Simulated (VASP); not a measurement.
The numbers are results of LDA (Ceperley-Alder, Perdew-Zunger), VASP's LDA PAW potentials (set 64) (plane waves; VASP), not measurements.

The input files of a VASP run:

KPOINTS:
```
Automatic mesh
0
gamma
 12 12 12
```

**POSCAR**
```
FeSi
1
    4.3709344354    -0.0000000000     0.0000000000
    0.0000000000     4.3709344354    -0.0000000000
    0.0000000000     0.0000000000     4.3709344354
Fe Si
4 4
Direct
  0.8628096343   0.6371903657   0.3628096343
  0.3628096343   0.8628096343   0.6371903657
  0.1371903657   0.1371903657   0.1371903657
  0.6371903657   0.3628096343   0.8628096343
  0.1590812183   0.3409187817   0.6590812183
  0.6590812183   0.1590812183   0.3409187817
  0.8409187817   0.8409187817   0.8409187817
  0.3409187817   0.6590812183   0.1590812183
```

**INCAR**
```
SYSTEM = FeSi
PREC = Accurate
ENCUT = 400
EDIFF = 1E-7
NELM = 100
ALGO = Normal
LREAL = .FALSE.
LASPH = .TRUE.
ISMEAR = 0
SIGMA = 0.01
LMAXMIX = 4
LWAVE = .FALSE.
LCHARG = .FALSE.
LOPTICS = .TRUE.
NBANDS = 87
NEDOS = 1001
CSHIFT = 0.1
```

POTCAR, in this order: Fe Si (LDA.64 set). Program: vasp_std.

Output of the run:

File OUTCAR:
```
 ion  position               nearest neighbor table
   1  0.863  0.637  0.363-   5 2.24   6 2.27   7 2.27   8 2.27   6 2.45   7 2.45   8 2.45   2 2.68
                             4 2.68   3 2.68   3 2.68   2 2.68   4 2.68
   2  0.363  0.863  0.637-   6 2.24   5 2.27   7 2.27   8 2.27   8 2.45   5 2.45   7 2.45   1 2.68
                             3 2.68   4 2.68   3 2.68   1 2.68   4 2.68
   3  0.137  0.137  0.137-   7 2.24   6 2.27   5 2.27   8 2.27   8 2.45   5 2.45   6 2.45   2 2.68
                             4 2.68   1 2.68   2 2.68   1 2.68   4 2.68
   4  0.637  0.363  0.863-   8 2.24   6 2.27   7 2.27   5 2.27   5 2.45   6 2.45   7 2.45   1 2.68
                             1 2.68   2 2.68   2 2.68   3 2.68   3 2.68
   5  0.159  0.341  0.659-   1 2.24   2 2.27   3 2.27   4 2.27   2 2.45   3 2.45   4 2.45   8 2.71
                             6 2.71   8 2.71   7 2.71   7 2.71   6 2.71
   6  0.659  0.159  0.341-   2 2.24   1 2.27   3 2.27   4 2.27   4 2.45   1 2.45   3 2.45   8 2.71
                             7 2.71   5 2.71   8 2.71   7 2.71   5 2.71
   7  0.841  0.841  0.841-   3 2.24   2 2.27   1 2.27   4 2.27   4 2.45   1 2.45   2 2.45   5 2.71
                             6 2.71   8 2.71   6 2.71   5 2.71   8 2.71
   8  0.341  0.659  0.159-   4 2.24   2 2.27   3 2.27   1 2.27   1 2.45   2 2.45   3 2.45   7 2.71
                             5 2.71   5 2.71   6 2.71   6 2.71   7 2.71
  LATTYP: Found a simple cubic cell.
 ALAT       =     4.3709344354
 Subroutine PRICEL returns:
 Original cell was already a primitive cell.
 Subroutine GETGRP returns: Found 12 space group operations
The static configuration has the point symmetry C_3 .
 The point group associated with its full space group is T   .
The dynamic configuration has the point symmetry C_3 .
 Subroutine INISYM returns: Found 12 space group operations
 Subroutine IBZKPT returns following result:
 Found    119 irreducible k-points:

 Following reciprocal coordinates:
            Coordinates               Weight
  0.000000  0.000000  0.000000      1.000000
  0.083333  0.000000  0.000000      6.000000
  0.166667  0.000000  0.000000      6.000000
  0.250000  0.000000  0.000000      6.000000
  0.333333  0.000000  0.000000      6.000000
  0.416667  0.000000  0.000000      6.000000
  0.500000  0.000000  0.000000      3.000000
  0.083333  0.083333  0.000000     12.000000
  0.166667  0.083333  0.000000     12.000000
...
```

File OSZICAR:
```
       N       E                     dE             d eps       ncg     rms          rms(c)
DAV:   1     0.298811422428E+03    0.29881E+03   -0.11271E+04 20972   0.519E+02
DAV:   2    -0.326376972062E+02   -0.33145E+03   -0.28263E+03 20802   0.159E+02
DAV:   3    -0.727021499194E+02   -0.40064E+02   -0.34153E+02 22795   0.564E+01
DAV:   4    -0.741455125997E+02   -0.14434E+01   -0.14251E+01 24741   0.120E+01
DAV:   5    -0.741636708516E+02   -0.18158E-01   -0.18153E-01 24148   0.128E+00    0.338E+01
DAV:   6    -0.777416327589E+02   -0.35780E+01   -0.10505E+01 26927   0.571E+01    0.277E+01
DAV:   7    -0.671769471261E+02    0.10565E+02   -0.80292E+00 26988   0.403E+01    0.859E+00
DAV:   8    -0.666082904535E+02    0.56866E+00   -0.27492E-01 33132   0.522E+00    0.228E+00
DAV:   9    -0.665589254547E+02    0.49365E-01   -0.47149E-02 31500   0.988E-01    0.734E-01
DAV:  10    -0.665553153363E+02    0.36101E-02   -0.34713E-03 23860   0.227E-01    0.212E-01
DAV:  11    -0.665551453504E+02    0.16999E-03   -0.18682E-04 32060   0.770E-02    0.550E-02
DAV:  12    -0.665551531955E+02   -0.78451E-05   -0.86139E-05 23581   0.372E-02    0.266E-02
DAV:  13    -0.665551509111E+02    0.22843E-05   -0.20123E-06 24076   0.664E-03    0.809E-03
DAV:  14    -0.665551505052E+02    0.40592E-06   -0.35645E-07 29333   0.589E-03    0.156E-03
DAV:  15    -0.665551505095E+02   -0.42482E-08   -0.66817E-08 14644   0.123E-03
   1 F= -.66555151E+02 E0= -.66555151E+02  d E =-.116855E-11
 imaginary and real dielectric function
```

File OUTCAR:
```
------------------------ aborting loop because EDIFF is reached ----------------------------------------
  FORCE on cell =-STRESS in cart. coord.  units (eV):
  Direction    XX          YY          ZZ          XY          YZ          ZX
  --------------------------------------------------------------------------------------
  Total        0.0371664      0.0371664      0.0371664     -0.0000000      0.0000000      0.0000000
  in kB        0.7130799      0.7130799      0.7130799     -0.0000000      0.0000000      0.0000000
  external PRESSURE =       0.7130799 kB  Pullay stress =       0.0000000 kB
  volume of cell :       83.51
      direct lattice vectors                 reciprocal lattice vectors
     4.370934435  0.000000000  0.000000000     0.228784031  0.000000000  0.000000000
     0.000000000  4.370934435  0.000000000     0.000000000  0.228784031  0.000000000
     0.000000000  0.000000000  4.370934435     0.000000000  0.000000000  0.228784031
 POSITION                                       TOTAL-FORCE (eV/Angst)
 -----------------------------------------------------------------------------------
      3.77128      2.78512      1.58582        -0.004266      0.004266     -0.004266
      1.58582      3.77128      2.78512        -0.004266     -0.004266      0.004266
      0.59965      0.59965      0.59965         0.004266      0.004266      0.004266
      2.78512      1.58582      3.77128         0.004266     -0.004266     -0.004266
      0.69533      1.49013      2.88080         0.002255     -0.002255      0.002255
      2.88080      0.69533      1.49013         0.002255      0.002255     -0.002255
      3.67560      3.67560      3.67560        -0.002255     -0.002255     -0.002255
      1.49013      2.88080      0.69533        -0.002255      0.002255      0.002255
 -----------------------------------------------------------------------------------
    total drift:                                0.000001     -0.000001     -0.000000
  FREE ENERGIE OF THE ION-ELECTRON SYSTEM (eV)
  ---------------------------------------------------
  free  energy   TOTEN  =       -66.5551505095 eV

  energy  without entropy=      -66.5551505095  energy(sigma->0) =      -66.55515051

 plasma frequency squared (from intraband transitions) (eV^2)
  --------------------------------------------------------------------------------------
       0.000       0.000      -0.000
       0.000       0.000       0.000
      -0.000       0.000       0.000

 plasma frequency squared (from interband transitions, int dw w eps(2)(w)) (eV^2)
  --------------------------------------------------------------------------------------
     564.091       0.000      -0.000       0.000       0.000      -0.000
      -0.000      -0.000     564.091       0.000      -0.000       0.000
       0.000       0.000      -0.000      -0.000     564.091       0.000
```
(Selected blocks of OUTCAR.)

The dielectric response may not be converged in the k-mesh; for small gaps it tends to come out too large.

The compound is FeSi in the B20 structure. It was relaxed first, which changed the volume by -8 %. The run is not spin-polarised, so no magnetic state was tried.
